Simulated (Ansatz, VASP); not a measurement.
# TiB2 in two plane-wave programs, part 2 of 2

Wanted: the spread between two codes on one cell, functional and k mesh. The cell is taken from a series of runs on this material, whose earlier steps may have relaxed, scaled, displaced or heated it; both programs get it as it stands.

VASP 6.6.1 and Ansatz 0.2.0.

So far: The structure; VASP: zone-centre phonons, PBEsol.

**3. Ansatz: zone-centre phonons, PBEsol**

Level of this step: Ansatz beside VASP: Kohn-Sham DFT, plane waves, PBEsol (Ansatz).

Ansatz runs on its PAW soft_1 files.

The same cell, functional, mesh and smearing now go to Ansatz, which takes its cutoff from its data sets.

input.yaml reads:

```yaml
crystal:
  lattice:
    - [3.0476708433, 0.0, 0.0]
    - [-1.5238354217, 2.6393603726, 0.0]
    - [0.0, 0.0, 3.1696981019]
  atoms:
    - { symbol: B, position: [0.3333333333, 0.6666666667, 0.5] }
    - { symbol: B, position: [0.6666666667, 0.3333333333, 0.5] }
    - { symbol: Ti, position: [0.0, 0.0, 0.0] }
kpoints:
  mp_grid: { grid: [15, 15, 16] }
hamiltonian:
  xc: pbesol
  pseudopotentials: { kind: paw, azcp: { folder: soft_1 }, xc_functional: pbe }
scf:
  occupations: { method: methfessel_paxton, width: 0.2 }
output:
  eigenvalues: true
phonons:
  method: dfpt
```

Command:

```console
ansatz run input.yaml --threads 4 --pin off --max-ram 10240MiB --backend cpu --events-out ev --progress --plain --runs-dir out
```

Numbers of over 12 decimals in the logs are rounded to 6 here.

The log of the run:

```text
zone centre: on kpoints.mp_grid the ground state, and the responses unless they are solved on pairs of k-points, stand on 576 of the mesh's 3600 k-points, reduced under 4 symmetry operations, with k and −k counted as one. Each operation leaves every solved displacement unchanged or reverses it
Engine: ansatz 0.2.0, x86_64-unknown-linux-gnu
Pseudopotentials: kind: paw
Pseudopotential: B, paw, valence charge 3, recommended cutoff 420 eV (normal), soft_1/B.paw.azcp
Pseudopotential: Ti, paw, valence charge 12, recommended cutoff 420 eV (normal), soft_1/Ti.paw.azcp
Functional definition: PBEsol
  exchange = pbesol_x
  correlation = pbesol_c
Crystal: 3 atoms, lattice volume = 25.497 Å³
Basis set: ecut = 420 eV, 503 PW (Γ), exchange–correlation on 48×48×48 points (8 copies of the dense FFT grid, shifted against one another)
Bands: 13, of which v1, the nominal top of the filled ones, is band 9 counted from 1 (8 counted from 0)
Symmetry: 24 space group operations
k-points: 576 of 3600 (irreducible under 4 space group operations, time reversal used)
Non-local potential: B, projectors of the file, l = 0: 2, l = 1: 2, l = 2: 1
Non-local potential: Ti, projectors of the file, l = 0: 3, l = 1: 2, l = 2: 3, l = 3: 1
PAW form: soft (Blöchl's): semilocal exchange-correlation on the pseudo side does not see the compensation charge
PAW frozen core: B, regenerated for the run's functional, and the local potential with it (the file was generated under x = pbe(κ = 0.804, μ = 0.219515), c = pbe(β = 0.066725))
PAW frozen core: Ti, regenerated for the run's functional, and the local potential with it (the file was generated under x = pbe(κ = 0.804, μ = 0.219515), c = pbe(β = 0.066725))
PAW one-centre angular grid: B, 110 points (default); XC on 64 Gauss nodes
PAW one-centre angular grid: Ti, 590 points (default); XC on 64 Gauss nodes
Initial density: superposition of atomic densities (chi_scale 0.1, normalization cell, long waves kept (reshape's long-wave potential 0.00 eV rms))
Initial wavefunctions: pseudopotential atomic-orbital guess
Functional: x = pbesol(κ = 0.804, μ = 0.123457), c = pbesol(β = 0.046)
SCF iter   1: F=—  HF=-2783.709103 eV  |F-HF|=—  |Δ(HF+E_count)|=         —  Δρ=1.04e-1  dr2=4.31e0  ethr=3.10e-3  ⟨swp⟩=4.3  Hψ=35370  notcnv=0
preconditioner: auto → none  [metal: Δε(μ)=0.032 eV  Ē_g=9.456 eV  σ=0.200 eV  W_gap=0.13  n_scr=8 (ndim 8)  ℏωp=23.3 eV  f_vac=0.000  D(μ)=0.42/eV (n_scr^D=0)  sad-step TF]
SCF iter   2: F=—  HF=-2783.124440 eV  |F-HF|=—  |Δ(HF+E_count)|=   5.85e-1  S|Δr|=    0.00e0  Δρ=6.87e-2  dr2=2.03e0  ethr=3.10e-3  ⟨swp⟩=2.0  Hψ=14304  notcnv=0
SCF iter   3: F=—  HF=-2782.620051 eV  |F-HF|=—  |Δ(HF+E_count)|=   5.04e-1  S|Δr|=    0.00e0  Δρ=8.07e-3  dr2=1.97e-2  ethr=3.10e-3  ⟨swp⟩=3.0  Hψ=14377  notcnv=0
SCF iter   4: F=—  HF=-2782.618266 eV  |F-HF|=—  |Δ(HF+E_count)|=   1.78e-3  S|Δr|=    0.00e0  Δρ=9.45e-4  dr2=1.75e-4  ethr=1.09e-4  ⟨swp⟩=1.6  Hψ=12884  notcnv=0
SCF iter   5: F=—  HF=-2782.618319 eV  |F-HF|=—  |Δ(HF+E_count)|=   5.31e-5  S|Δr|=    0.00e0  Δρ=2.56e-4  dr2=2.55e-5  ethr=9.73e-7  ⟨swp⟩=2.0  Hψ=10406  notcnv=0
SCF iter   6: F=—  HF=-2782.618316 eV  |F-HF|=—  |Δ(HF+E_count)|=   3.89e-6  S|Δr|=    0.00e0  Δρ=6.65e-5  dr2=1.42e-6  ethr=1.42e-7  ⟨swp⟩=2.4  Hψ=11124  notcnv=0
SCF iter   7: F=—  HF=-2782.618317 eV  |F-HF|=—  |Δ(HF+E_count)|=   1.51e-6  S|Δr|=    0.00e0  Δρ=5.38e-6  dr2=5.45e-9  ethr=7.88e-9  ⟨swp⟩=2.8  Hψ=11579  notcnv=0
SCF iter   8: F=—  HF=-2782.618317 eV  |F-HF|=—  |Δ(HF+E_count)|=   2.97e-9  S|Δr|=    0.00e0  Δρ=1.17e-6  dr2=3.93e-10  ethr=3.03e-11  ⟨swp⟩=2.0  Hψ=12012  notcnv=0
SCF iter   9: F=—  HF=-2782.618317 eV  |F-HF|=—  |Δ(HF+E_count)|=  1.15e-10  S|Δr|=    0.00e0  Δρ=2.54e-7  dr2=2.24e-11  ethr=2.18e-12  ⟨swp⟩=3.0  Hψ=12682  notcnv=0
SCF iter  10: F=-2782.618317 eV  HF=-2782.618317 eV  |F-HF|=4.55e-13  |Δ(HF+E_count)|=  5.00e-12  S|Δr|=    0.00e0  Δρ=8.87e-9  dr2=3.33e-14  ethr=1.00e-12  ⟨swp⟩=4.8  Hψ=26401  notcnv=0
SCF 1 converged in 10 iterations: F = -2782.618317 eV  dr2 = 3.33e-14
  greatest PAW one-centre occupation: 0.998 electrons in one spin orbital (limit 2), on the Ti atom at site 2 (counted from 0), in its partial waves of l = 0
DFPT response loops at Γ: preconditioner auto → Kerker (q_TF=auto, 2.574 Å⁻¹) (partly filled bands, converged f_vac=0.000); β = 1.00, the filter's whole step (`scf.mixing.beta` (0.50) is not read by the response loops under this deck's `scf.mixing.preconditioner`; to damp them name `kerker` or `kerker_dos`, under which they read `scf.mixing.beta`, and type it under 1.00, their step now; both keys bind the ground state too); Broyden in place of MSR1
SCF converged after 10 iterations
Stability not checked: this state was not tested for a lower state beside it, because cold or Methfessel-Paxton smearing, or corrected tetrahedra, fill the levels in a way that the test cannot read (fill_not_monotonic; see scf.lower_state_search)
Free energy (F): -2782.618317 eV
Harris-Foulkes:  -2782.618317 eV  (|F-HF|=4.55e-13)
Internal energy: -2782.618491 eV  (E = F + TS)
E sigma→0 (E₀):  -2782.618360 eV
Entropy (-TS):   0.000174 eV (0.058 meV/atom)
Fermi energy:    15.128227 eV
--- Per-component energies (eV) ---
  E_band       = -93.010883
  E_kinetic    = 383.227979
  E_local      = -837.836820  (includes V_loc(G=0)·N_el)
  E_nonlocal   = 77.068397
  E_hartree    = 344.270018
  E_xc         = -183.385949
  E_vxc        = -225.891936  (∫ρ·V_xc dr)
  E_paw        = -1167.088898  (= ΣΔE_a)
  E_vpaw       = -178.118459  (= ΣTr[D̂ρ^β])
  E_aug_tail   = -0.000075  (compensation charges beyond the density's cutoff)
  E_ewald      = -1399.041949
  E_core_change = 0.168806  (= ΣΔE_core)
  E_smearing   = 0.000174  (= −TS)
  E_closure    = -0.000000  (closes the sum)
  Σ components = -2782.618317   (vs F -2782.618317, Δ=0.00e0)
--- Band table (eV; the first three rows and the last of 576) ---
  k-point 0: bands = [... 5 lower, 12.3377, 12.3377, 13.0093, 13.0867, 17.0534, 17.0534, 18.9772, 18.9772]
  k-point 1: bands = [... 5 lower, 12.2467, 12.3812, 12.3812, 13.7906, 16.8923, 16.8923, 18.8793, 18.8793]
  k-point 2: bands = [... 5 lower, 11.4017, 12.5110, 12.5110, 14.4732, 16.5082, 16.5082, 18.5979, 18.5979]
  k-point 575: bands = [... 5 lower, 8.3021, 10.0330, 10.6895, 12.4473, 17.6541, 18.0456, 18.8012, 19.8082]
--- Phonons (Γ-DFPT): 4 representative perturbations + reference, on 576 of 3600 k-points (Σ response iterations 12) ---
  k mesh reduced under 4 symmetry operations, with k and −k counted as one. Each operation leaves every solved displacement unchanged or reverses it
  ASR residual: 1.607e-6 → 0.000e0 eV/Å²; symmetrization residual: 9.259e-7 eV/Å²
  ASR residual per site (eV/Å²): 1.24e-6 1.24e-6 1.61e-6
  Γ frequencies (cm⁻¹): 0.00 0.00 0.00 520.02 520.02 521.64 557.47 860.79 860.79
  non-analytic LO–TO correction: not included (Born effective charges unavailable; polar crystals: no LO–TO splitting at Γ)
```

**4. Differences**

Known differences besides the potentials themselves: the cutoff is 420 eV in Ansatz and 500 eV in VASP; Ansatz makes its cores anew for this functional, VASP keeps those of its PBE data sets. Total energies have different zeros and are not compared.

The two programs side by side:

```csv
quantity,Ansatz,VASP,difference
optical mode 1 to 2 (cm⁻¹),520.0,520.1,-0.01 %
optical mode 3 (cm⁻¹),521.6,522.7,-0.20 %
optical mode 4 (cm⁻¹),557.5,557.6,-0.02 %
optical mode 5 to 6 (cm⁻¹),860.8,864.4,-0.42 %
```

Modes are paired by rising frequency, not by their patterns, so a pair may set unlike modes beside each other; they are those without the splitting of longitudinal modes.

**5. Summary of results**

- r.m.s. difference of the optical zone-centre modes, each program's sorted by frequency (zone-centre phonons, PBEsol): 2.1 cm⁻¹

What this shows: The r.m.s. difference of the optical zone-centre modes, each program's sorted by frequency is 2.1 cm⁻¹ (zone-centre phonons, PBEsol). Such differences can come from data sets, numerical settings and the points named under the comparisons, not from the functional's error against experiment.

[Lines on the potential files, build, host, timing and source positions are cut from VASP's logs without a mark.]

[Logs are printed without paths, hosts, clocks, repeated set-up lines and the standing remarks that a program may print on its own settings, such as how far it seeks lower states.]

[Hosts, paths, dates, database ids (printed as entryN), source tags and the programs' standing remarks are cut or masked in the printed files.]
